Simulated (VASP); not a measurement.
All values below come from PBE GGA, VASP's PBE PAW potentials (set 64) (plane waves; VASP 6.6.1).

VASP ran on this input.

File POSCAR:
```
K4BrCl3
1
    6.4851158367     0.0000000000     0.0000000000
    0.0000000000     6.4851158367     0.0000000000
    0.0000000000     0.0000000000     6.4851158367
K Cl Br
4 3 1
Direct
  0.0000000000   0.0000000000   0.0000000000
  0.5000000000   0.5000000000   0.0000000000
  0.5000000000   0.0000000000   0.5000000000
  0.0000000000   0.5000000000   0.5000000000
  0.5000000000   0.5000000000   0.5000000000
  0.0000000000   0.0000000000   0.5000000000
  0.0000000000   0.5000000000   0.0000000000
  0.5000000000   0.0000000000   0.0000000000
```

File KPOINTS:
```
Regular mesh
0
Gamma
4 4 4
```

### INCAR
```
SYSTEM = K4BrCl3
PREC = Accurate; ENCUT = 400; LREAL = .False.
LASPH = .True.
EDIFF = 1E-6; NELM = 100; ALGO = Normal
LMAXMIX = 4
ISMEAR = 0; SIGMA = 0.05
GGA = PE
LWAVE = .True.; LCHARG = .False.
```

POTCAR, in this order: K_sv Cl Br (PBE.64 set). Program: vasp_std.

What VASP printed:

### OUTCAR
```
 ion  position               nearest neighbor table
   1  0.000  0.000  0.000-   8 3.24   8 3.24
   2  0.500  0.500  0.000-   8 3.24   8 3.24
   3  0.500  0.000  0.500-   8 3.24   8 3.24
   4  0.000  0.500  0.500-
   5  0.500  0.500  0.500-
   6  0.000  0.000  0.500-
   7  0.000  0.500  0.000-
   8  0.500  0.000  0.000-   1 3.24   2 3.24   3 3.24   3 3.24   2 3.24   1 3.24
  LATTYP: Found a simple cubic cell.
 ALAT       =     6.4851158367
 Subroutine PRICEL returns:
 Original cell was already a primitive cell.
 Subroutine GETGRP returns: Found 48 space group operations
The static configuration has the point symmetry D_4h.
 The point group associated with its full space group is O_h .
The dynamic configuration has the point symmetry D_4h.
 Subroutine INISYM returns: Found 48 space group operations
 Subroutine IBZKPT returns following result:
 Found     10 irreducible k-points:

 Following reciprocal coordinates:
            Coordinates               Weight
  0.000000  0.000000  0.000000      1.000000
  0.250000  0.000000  0.000000      6.000000
  0.500000  0.000000  0.000000      3.000000
  0.250000  0.250000  0.000000     12.000000
  0.500000  0.250000  0.000000     12.000000
  0.500000  0.500000  0.000000      3.000000
  0.250000  0.250000  0.250000      8.000000
  0.500000  0.250000  0.250000     12.000000
  0.500000  0.500000  0.250000      6.000000
  0.500000  0.500000  0.500000      1.000000
   k-points           NKPTS =     10   k-points in BZ     NKDIM =     10   number of bands    NBANDS=     38
   number of dos      NEDOS =    301   number of ions     NIONS =      8
   total plane-waves  NPLWV =  74088
   dimension x,y,z NGX =    42 NGY =   42 NGZ =   42
   dimension x,y,z NGXF=    84 NGYF=   84 NGZF=   84
   ions per type =               4   3   1
   PREC   = accura    normal or accurate (medium, high low for compatibility)
   ISTART =      0    job   : 0-new  1-cont  2-samecut
   ICHARG =      2    charge: 1-file 2-atom 10-const
   ISPIN  =      1    spin polarized calculation?
   LNONCOLLINEAR =      F non collinear calculations
   LSORBIT =      F    spin-orbit coupling
   INIWAV =      1    electr: 0-lowe 1-rand  2-diag
   ENCUT  =  400.0 eV  29.40 Ry    5.42 a.u.  10.58 10.58 10.58*2*pi/ulx,y,z
   NELM   =    100;   NELMIN=  2; NELMDL= -5     # of ELM steps
   EDIFF  = 0.1E-05   stopping-criterion for ELM
   LREAL  =      F    real-space projection
   NLSPLINE    = F    spline interpolate recip. space projectors
   LMAXMIX     =    4 max onsite mixed and CHGCAR
   VOSKOWN=      0    Vosko Wilk Nusair interpolation
   EDIFFG = 0.1E-04   stopping-criterion for IOM
   NSW    =      0    number of steps for IOM
   NBLOCK =      1;   KBLOCK =      1    inner block; outer block
   IBRION =     -1    ionic relax: 0-MD 1-quasi-New 2-CG
   NFREE  =      0    steps in history (QN), initial steepest desc. (CG)
   ISIF   =      2    stress and relaxation
   ISYM   =      2    0-nonsym 1-usesym 2-fastsym
   TEIN   =    0.0    initial temperature
   TEBEG  =    0.0;   TEEND  =   0.0 temperature during run
   SMASS  =  -3.00    Nose mass-parameter (am)
   PSTRESS=    0.0 pullay stress
   NELECT =      64.0000    total number of electrons
   EFERMI =   0.00;   METHOD = LEGACY
   ISMEAR =     0;   SIGMA  =   0.05  broadening in eV -4-tet -1-fermi 0-gaus
   IALGO  =     38    algorithm
   LDIAG  =      T    sub-space diagonalisation (order eigenvalues)
   IMIX   =      4    mixing-type and parameters
     AMIX     =   0.40;   BMIX     =  1.00
     AMIX_MAG =   1.60;   BMIX_MAG =  1.00
     AMIN     =   0.10
   GGA     = PE    functional components
   VOSKOWN =     0    Vosko Wilk Nusair interpolation
...
```

**OSZICAR**
```
       N       E                     dE             d eps       ncg     rms          rms(c)
DAV:   1     0.462275783776E+03    0.46228E+03   -0.24956E+04   760   0.120E+03
DAV:   2     0.137044346198E+02   -0.44857E+03   -0.43667E+03  1000   0.332E+02
DAV:   3    -0.265131717924E+02   -0.40218E+02   -0.40102E+02  1040   0.907E+01
DAV:   4    -0.276390226782E+02   -0.11259E+01   -0.11236E+01  1040   0.163E+01
DAV:   5    -0.277252112837E+02   -0.86189E-01   -0.86174E-01  1260   0.306E+00    0.619E+00
DAV:   6    -0.266037822340E+02    0.11214E+01   -0.25355E+00   862   0.480E+00    0.483E+00
DAV:   7    -0.265406591945E+02    0.63123E-01   -0.76291E-01   964   0.281E+00    0.298E+00
DAV:   8    -0.265940808655E+02   -0.53422E-01   -0.11269E-01   932   0.164E+00    0.528E-01
DAV:   9    -0.265954732650E+02   -0.13924E-02   -0.16925E-02  1024   0.450E-01    0.199E-01
DAV:  10    -0.265994996926E+02   -0.40264E-02   -0.47086E-03   868   0.313E-01    0.299E-02
DAV:  11    -0.265996991243E+02   -0.19943E-03   -0.35701E-04  1048   0.733E-02    0.152E-02
DAV:  12    -0.265997284880E+02   -0.29364E-04   -0.84390E-05   872   0.445E-02    0.100E-02
DAV:  13    -0.265997265549E+02    0.19331E-05   -0.88580E-06   840   0.171E-02    0.636E-03
DAV:  14    -0.265997271825E+02   -0.62767E-06   -0.25181E-06   708   0.607E-03
   1 F= -.26599727E+02 E0= -.26599727E+02  d E =-.160184E-14
```

### OUTCAR
```
------------------------ aborting loop because EDIFF is reached ----------------------------------------
  FORCE on cell =-STRESS in cart. coord.  units (eV):
  Direction    XX          YY          ZZ          XY          YZ          ZX
  --------------------------------------------------------------------------------------
  Total       -0.1413592     -0.1413592     -0.1413592      0.0000000      0.0000000      0.0000000
  in kB       -0.8303888     -0.8303888     -0.8303888      0.0000000      0.0000000      0.0000000
  external PRESSURE =      -0.8303888 kB  Pullay stress =       0.0000000 kB
  volume of cell :      272.74
      direct lattice vectors                 reciprocal lattice vectors
     6.485115837  0.000000000  0.000000000     0.154199250  0.000000000  0.000000000
     0.000000000  6.485115837  0.000000000     0.000000000  0.154199250  0.000000000
     0.000000000  0.000000000  6.485115837     0.000000000  0.000000000  0.154199250
 POSITION                                       TOTAL-FORCE (eV/Angst)
 -----------------------------------------------------------------------------------
      0.00000      0.00000      0.00000         0.000000      0.000000      0.000000
      3.24256      3.24256      0.00000         0.000000      0.000000      0.000000
      3.24256      0.00000      3.24256         0.000000      0.000000      0.000000
      0.00000      3.24256      3.24256         0.000000      0.000000      0.000000
      3.24256      3.24256      3.24256         0.000000      0.000000      0.000000
      0.00000      0.00000      3.24256         0.000000      0.000000      0.000000
      0.00000      3.24256      0.00000         0.000000      0.000000      0.000000
      3.24256      0.00000      0.00000         0.000000      0.000000      0.000000
 -----------------------------------------------------------------------------------
    total drift:                                0.000000      0.000000     -0.000000
  FREE ENERGIE OF THE ION-ELECTRON SYSTEM (eV)
  ---------------------------------------------------
  free  energy   TOTEN  =       -26.5997271825 eV

  energy  without entropy=      -26.5997271825  energy(sigma->0) =      -26.59972718
```
(Selected blocks of OUTCAR.)

The structure was generated: K4BrCl3 was put into an ordered model structure (Pm-3m), which need not be its known phase. It was relaxed first, which changed the volume by +6 %.
